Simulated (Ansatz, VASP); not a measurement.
# One calculation of KCdCO3F (series), two programs

The input INCAR:

```
  PREC = Accurate
  ENCUT = 520
  EDIFF = 1E-7
  ISMEAR = 0
  SIGMA = 0.02
  LREAL = F
  LASPH = T
  NELM = 100
  ALGO = Fast
  ISIF = 2
  LWAVE = F
  LCHARG = T
  GGA = PE
  LELF = T
  LVHAR = T
  NBANDS = 34
```

File KPOINTS:

```
Automatic mesh
0
Gamma
  6 6 4
```

Contents of POSCAR:

```
KCdCO3F
1.0
    5.1324000000      0.0000000000      0.0000000000
   -2.5662000000      4.4447887824      0.0000000000
    0.0000000000      0.0000000000      4.4324000000
K Cd C O F
1 1 1 3 1
Direct
    0.0000000000      0.0000000000      0.0000000000
    0.6666666667      0.3333333333      0.5000000000
    0.3333333333      0.6666666667      0.5000000000
    0.1925000000      0.3850000000      0.5000000000
    0.1925000000      0.8075000000      0.5000000000
    0.6150000000      0.8075000000      0.5000000000
    0.6666666667      0.3333333333      0.0000000000
```

Input for Ansatz:

```yaml
crystal:
  lattice:
    - [5.1324, 0.0, 0.0]
    - [-2.5662, 4.4447887824, 0.0]
    - [0.0, 0.0, 4.4324]
  atoms:
    - { symbol: K, position: [0.0, 0.0, 0.0] }
    - { symbol: Cd, position: [0.6666666667, 0.3333333333, 0.5] }
    - { symbol: C, position: [0.3333333333, 0.6666666667, 0.5] }
    - { symbol: O, position: [0.1925, 0.385, 0.5] }
    - { symbol: O, position: [0.1925, 0.8075, 0.5] }
    - { symbol: O, position: [0.615, 0.8075, 0.5] }
    - { symbol: F, position: [0.6666666667, 0.3333333333, 0.0] }
basis:
  ecutwfc: 420
kpoints:
  mp_grid: { grid: [6, 6, 4] }
hamiltonian:
  xc: pbe
scf:
  occupations: { method: gaussian, width: 0.02 }
output:
  forces: true
  stress: true
  eigenvalues: true
```

Alike in both runs: task single point; functional PBE; k mesh 6 × 6 × 4; occupations gaussian, width 0.02 eV; no spin polarisation.

```csv
,VASP,Ansatz
version,VASP 6.6.1,Ansatz 0.2.0
potentials or method,"VASP PAW PBE potentials, release 64 (K_sv, Cd, C, O, F)","scalar-relativistic, plane waves, PAW"
plane-wave cutoff (eV),520,420
valence electrons in the cell,50,58
```

|  | VASP | Ansatz | Ansatz less VASP |
| --- | --- | --- | --- |
| gap on the k mesh at the Fermi level (eV) | 1.69 | 1.71 | +0.025 |
| least direct gap on the mesh (eV) | 1.69 | 1.72 | +0.025 |
| pressure (GPa) | 7.0 | 6.1 | -0.86 |
| largest component of the traceless stress (GPa) | 5.64 | 5.16 | -0.485 |
| rms of the force components (eV/Å) | 1.304 | 1.180 | -0.1232 |

Atom by atom the forces differ by 0.123 eV/Å (rms over components). The two sets of potentials don't hold the same shells in valence.

Caveats: the standard files for N, O and F lose accuracy on very short bonds; forces of over 1 eV/Å show positions far from the minimum, so gaps and moduli don't describe the material at rest. A k mesh can miss the band edges.
